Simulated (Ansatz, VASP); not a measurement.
# Cross-check of V2NF2 (V2NF2 MXene monolayer) between VASP and Ansatz, part 2 of 2

One calculation is typed for both programs; each brings its own data sets. How far apart do they land? The structure shown is the start of the Ansatz relaxation below; VASP solves that cell, so the two are compared at the walk's first step.

VASP 6.6.1 and Ansatz 0.2.0.

So far: The starting structure; Ansatz: relaxation, PBE with D3(BJ).

**3. VASP: single point, PBE with D3(BJ), start cell**

Level of this step: PBE with D3(BJ), zero-moment start; plane waves and PAW (F, V_sv, N) (VASP).

The same cell, functional, mesh and smearing now go to VASP, with its own data sets.

Lines of VASP's logs that name or quote its potential files are left out, and so is its time.

Contents of INCAR:

```
SYSTEM = V2NF2
PREC = Accurate
ENCUT = 520
EDIFF = 1E-06
NELM = 200
ISMEAR = -1
SIGMA = 0.05
LREAL = .FALSE.
ALGO = Normal
GGA = PE
IVDW = 12
NBANDS = 31
ISPIN = 2
MAGMOM = -0 -0 -0 -0 -0
LASPH = .TRUE.
LMAXMIX = 4
LORBIT = 11
LWAVE = .FALSE.
LCHARG = .FALSE.
ISIF = 2
LDIPOL = .TRUE.
IDIPOL = 3
DIPOL = 0.5 0.5 0.5
LVHAR = .TRUE.
GGA_COMPAT = .FALSE.
NELMDL = -8
KPAR = 2
```

Contents of POSCAR:

```
V2NF2
1.0
    2.9406520000      0.0000000000      0.0000000000
   -1.4703260000      2.5466790000      0.0000000000
    0.0000000000      0.0000000000     39.4267340000
F V N
2 2 1
Direct
    0.3333333333      0.6666666667      0.4463976144
    0.6666666667      0.3333333333      0.5536023856
    0.6666666667      0.3333333333      0.4705706539
    0.3333333333      0.6666666667      0.5294293461
    0.0000000000      0.0000000000      0.5000000000
```

Contents of KPOINTS:

```
Automatic mesh
0
Gamma
12 12 1
0 0 0
```

The projector-augmented-wave data sets are F, V_sv and N (PBE family, release 64).

On the command line:

```
$ mpirun -np 2 vasp_std
```

Numbers of over 12 decimals in the logs are rounded to 6 here.

What it wrote:

```text
[banner, memory and clock lines left out]
running    2 mpi-ranks, on    1 nodes
 distrk:  each k-point on    1 cores,    2 groups
 distr:  one band on    1 cores,    1 groups

 POSCAR found type information on POSCAR F V N
 POSCAR found :  3 types and       5 ions
 LDA part: xc-table for (Slater+PW92), standard interpolation
 POSCAR, INCAR and KPOINTS ok, starting setup
 FFT: planning ... GRIDC
 FFT: planning ... GRID_SOFT
 FFT: planning ... GRID
 WAVECAR not read
 entering main loop
       N       E                     dE             d eps       ncg     rms          rms(c)
DAV:   1     0.480629653396E+03    0.48063E+03   -0.24465E+04  3132   0.116E+03
DAV:   2     0.707865506849E+00   -0.47992E+03   -0.46776E+03  3037   0.360E+02
DAV:   3    -0.446379338939E+02   -0.45346E+02   -0.44683E+02  2800   0.114E+02
DAV:   4    -0.456360217989E+02   -0.99809E+00   -0.99286E+00  2872   0.185E+01
DAV:   5    -0.456528486049E+02   -0.16827E-01   -0.16814E-01  2911   0.215E+00
DAV:   6    -0.456532351223E+02   -0.38652E-03   -0.38639E-03  3034   0.300E-01
DAV:   7    -0.456532415993E+02   -0.64770E-05   -0.64768E-05  2967   0.392E-02
DAV:   8    -0.456532417289E+02   -0.12958E-06   -0.12960E-06  2387   0.613E-03    0.385E+01
DAV:   9    -0.384299406870E+02    0.72233E+01   -0.56911E+01  2938   0.584E+01    0.111E+01
DAV:  10    -0.378150867319E+02    0.61485E+00   -0.10642E+01  2866   0.330E+01    0.147E+01
DAV:  11    -0.373497586984E+02    0.46533E+00   -0.21021E+00  2802   0.114E+01    0.323E+00
DAV:  12    -0.373436024433E+02    0.61563E-02   -0.17661E-01  2629   0.306E+00    0.663E-01
DAV:  13    -0.373400072325E+02    0.35952E-02   -0.77424E-03  2921   0.575E-01    0.379E-01
DAV:  14    -0.373355333813E+02    0.44739E-02   -0.23538E-03  2776   0.289E-01    0.183E-01
[...]
DAV:  28    -0.373355484099E+02   -0.46408E-04   -0.21830E-06  2333   0.540E-03    0.132E-03
DAV:  29    -0.373355914952E+02   -0.43085E-04   -0.27579E-06  2239   0.451E-03    0.987E-04
DAV:  30    -0.373356024445E+02   -0.10949E-04   -0.36479E-07  2024   0.185E-03    0.730E-04
DAV:  31    -0.373356113837E+02   -0.89392E-05   -0.22031E-07  1766   0.153E-03    0.406E-04
DAV:  32    -0.373356166987E+02   -0.53150E-05   -0.18090E-07  1771   0.105E-03    0.467E-04
DAV:  33    -0.373356179365E+02   -0.12378E-05   -0.34907E-08  1843   0.757E-04    0.133E-04
DAV:  34    -0.373356192094E+02   -0.12729E-05   -0.15048E-08  1605   0.491E-04    0.197E-04
DAV:  35    -0.373356197514E+02   -0.54201E-06   -0.77384E-09  1675   0.278E-04
   1 F= -.38417801E+02 E0= -.38382900E+02  d E =-.698023E-01  mag=     0.0000
```

OUTCAR, selected parts (step 3):

```text
ion  position               nearest neighbor table
   1  0.333  0.667  0.446-   3 1.95   3 1.95   3 1.95
   2  0.667  0.333  0.554-   4 1.95   4 1.95   4 1.95
   3  0.667  0.333  0.471-   1 1.95   1 1.95   1 1.95   5 2.06   5 2.06   5 2.06   4 2.88   4 2.88
                             4 2.88
   4  0.333  0.667  0.529-   2 1.95   2 1.95   2 1.95   5 2.06   5 2.06   5 2.06   3 2.88   3 2.88
                             3 2.88
   5  0.000  0.000  0.500-   4 2.06   3 2.06   4 2.06   3 2.06   3 2.06   4 2.06

  LATTYP: Found a hexagonal cell.
 ALAT       =     2.9406520000
 C/A-ratio  =    13.4074803819

 Subroutine GETGRP returns: Found 12 space group operations
 (whereof 12 operations were pure point group operations)

The static configuration has the point symmetry D_3d.

 Found     19 irreducible k-points:

   k-points           NKPTS =     19   k-points in BZ     NKDIM =     19   number of bands    NBANDS=     31

   dimension x,y,z NGX =    24 NGY =   24 NGZ =  294
   dimension x,y,z NGXF=    48 NGYF=   48 NGZF=  588

   ENCUT  =  520.0 eV  38.22 Ry    6.18 a.u.   5.47  5.47 73.31*2*pi/ulx,y,z

   NELECT =      45.0000    total number of electrons

 k-points in reciprocal lattice and weights: Automatic mesh
   0.00000000  0.00000000  0.00000000       0.007
   0.08333333 -0.00000000  0.00000000       0.042
   0.16666667 -0.00000000  0.00000000       0.042
   0.25000000 -0.00000000  0.00000000       0.042
   0.33333333  0.00000000  0.00000000       0.042
   0.41666667 -0.00000000  0.00000000       0.042
   0.50000000 -0.00000000  0.00000000       0.021
   0.08333333  0.08333333  0.00000000       0.042
   0.16666667  0.08333333  0.00000000       0.083
[...]
0.33333333  0.25000000  0.00000000       0.083
   0.33333333  0.33333333  0.00000000       0.014

 dipolmoment           0.000000      0.000000     -0.000000 electrons x Angstroem

 average (electrostatic) potential at core
       1 -84.2871       2 -84.2871       3 -82.2309       4 -82.2309       5 -70.8356

 E-fermi :  -0.5703

 spin component 1
 k-point     1 :       0.0000    0.0000    0.0000
  band No.  band energies     occupation
    ...
     21      -1.7992      1.00000
     22      -1.7992      1.00000
     23      -1.3372      1.00000
     24      -0.6141      0.70610
     25      -0.6141      0.70610
     26       0.0328      0.00001
     27       0.2501      0.00000
     28       0.2501      0.00000
     29       0.9636      0.00000
     30       1.3936      0.00000
    ...

 k-point     2 :       0.0833   -0.0000    0.0000
  band No.  band energies     occupation
    ...
     20      -5.1132      1.00000
     21      -1.8361      1.00000
     22      -1.6547      1.00000
     23      -1.3045      1.00000
     24      -0.5769      0.53299
     25      -0.5565      0.43182
     26       0.0418      0.00000
     27       0.2071      0.00000
     28       0.2858      0.00000
     29       1.1719      0.00000
    ...

 k-point     3 :       0.1667   -0.0000    0.0000
  band No.  band energies     occupation
    ...
     19      -5.9333      1.00000
     20      -5.3546      1.00000
     21      -2.0991      1.00000
     22      -1.3265      1.00000
     23      -1.0522      0.99993
     24      -0.5274      0.29777
     25      -0.3741      0.01941
     26       0.1207      0.00000
     27       0.2498      0.00000
     28       0.3698      0.00000
    ...

 k-point     4 :       0.2500   -0.0000    0.0000
  band No.  band energies     occupation
    ...
     19      -6.0261      1.00000
     20      -5.5808      1.00000
     21      -2.4375      1.00000
     22      -0.9599      0.99959
     23      -0.6991      0.92939
     24      -0.5204      0.26956
     25      -0.1134      0.00011
     26       0.1001      0.00000
     27       0.4732      0.00000
     28       0.7484      0.00000
    ...

 k-point     5 :       0.3333    0.0000    0.0000
  band No.  band energies     occupation
    ...
     19      -6.1588      1.00000
     20      -5.7221      1.00000
     21      -2.7323      1.00000
     22      -0.6043      0.66375
     23      -0.6009      0.64845
     24      -0.3199      0.00664
     25       0.0704      0.00000
     26       0.0798      0.00000
     27       0.5997      0.00000
     28       1.5071      0.00000
    ...

 k-point     6 :       0.4167   -0.0000    0.0000
  band No.  band energies     occupation
    ...
     18      -7.3500      1.00000
     19      -6.2200      1.00000
     20      -5.7829      1.00000
     21      -2.9331      1.00000
     22      -0.6688      0.87765
     23      -0.3114      0.00562
     24      -0.0630      0.00004
     25       0.0449      0.00000
     26       0.1504      0.00000
     27       0.7086      0.00000
    ...

 Edisp (eV)   -1.08218

  Total       5.87820     5.87820     3.40752     0.00000    -0.00000     0.00000
  in kB      31.89675    31.89674    18.49016     0.00000    -0.00000     0.00000
  external pressure =       27.43 kB  Pullay stress =        0.00 kB

  energy-cutoff  :      520.00
  volume of cell :      295.26
      direct lattice vectors                 reciprocal lattice vectors
     2.940652000  0.000000000  0.000000000     0.340060640  0.196334128  0.000000000
    -1.470326000  2.546679000  0.000000000     0.000000000  0.392668255  0.000000000
     0.000000000  0.000000000 39.426734000     0.000000000  0.000000000  0.025363501

 POSITION                                       TOTAL-FORCE (eV/Angst)
 -----------------------------------------------------------------------------------
     -0.00000      1.69779     17.60000         0.000000      0.000000     -3.993783
      1.47033      0.84889     21.82673        -0.000000     -0.000000      3.993783
      1.47033      0.84889     18.55306         0.000000      0.000000      5.754730
     -0.00000      1.69779     20.87367        -0.000000     -0.000000     -5.754730
      0.00000      0.00000     19.71337         0.000000      0.000000     -0.000000
 -----------------------------------------------------------------------------------
    total drift:                                0.000000     -0.000000      0.000000

  FREE ENERGIE OF THE ION-ELECTRON SYSTEM (eV)
  ---------------------------------------------------
  free  energy   TOTEN  =       -38.4178008382 eV

  energy  without entropy=      -38.3479985155  energy(sigma->0) =      -38.38289968

 vacuum level on the upper side and lower side of the slab         1.992         1.992

 total charge
# of ion       s       p       d       tot
------------------------------------------
    1        1.741   4.418   0.000   6.159
    2        1.741   4.418   0.000   6.159
    3        2.214   6.237   3.224  11.675
    4        2.214   6.237   3.224  11.675
    5        1.241   2.519   0.000   3.760
--------------------------------------------------
tot          9.150  23.831   6.448  39.429

 magnetization (x)
# of ion       s       p       d       tot
------------------------------------------
    1       -0.000  -0.000   0.000  -0.000
    2       -0.000  -0.000   0.000  -0.000
    3        0.000  -0.000  -0.000  -0.000
    4        0.000  -0.000  -0.000  -0.000
    5       -0.000   0.000   0.000   0.000
--------------------------------------------------
tot          0.000  -0.000  -0.000  -0.000

[... 5 further parts left out ...]
```

This run allows spin, but its moments start at zero, where symmetry between the spins tends to hold them, although V can carry a moment. Its electron count is odd, so without a moment it is a metal by construction.

**4. Differences**

Known differences besides the potentials themselves: Ansatz cuts the interaction across the vacuum, VASP repeats the sheet with a dipole correction; the cutoff is 420 eV in Ansatz and 520 eV in VASP. Total energies have different zeros and are not compared.

Forces (eV/Å; atoms numbered as in POSCAR):

```
atom        Ansatz x, y, z          VASP x, y, z
  F1  0.000, 0.000, -3.694  0.000, 0.000, -3.994
  F2   0.000, 0.000, 3.694   0.000, 0.000, 3.994
  V3   0.000, 0.000, 4.711   0.000, 0.000, 5.755
  V4  0.000, 0.000, -4.711  0.000, 0.000, -5.755
  N5   0.000, 0.000, 0.000   0.000, 0.000, 0.000
```

The forces differ by 396 meV/Å r.m.s., which is 15.5 % of the r.m.s. force of 2.558 eV/Å (both taken over all components). Moments aren't recorded for both runs of this pair, so they may hold unlike magnetic states. With vacuum in the cell, a pressure given here is an average over mostly empty space and none of the material.

**5. Summary of results**

```json
{"r.m.s. force difference (single point, PBE with D3(BJ), start cell)": "15 % of the r.m.s. force"}
```

What this shows: The r.m.s. force difference is 15 % of the r.m.s. force (single point, PBE with D3(BJ), start cell), beyond the 3 % picked in this series as the mark of a large difference. What causes the difference of the single point, PBE with D3(BJ), start cell pair stays open here. 1 further run of this series is not shown here. How closely two codes agree says nothing of how well the functional describes the real material.

[Lines on the potential files, build, host, timing and source positions are cut from VASP's logs without a mark.]

[Logs are printed without paths, hosts, clocks, repeated set-up lines and the standing remarks that a program may print on its own settings, such as how far it seeks lower states.]

[Hosts, paths, dates, database ids (printed as entryN), source tags and the programs' standing remarks are cut or masked in the printed files.]
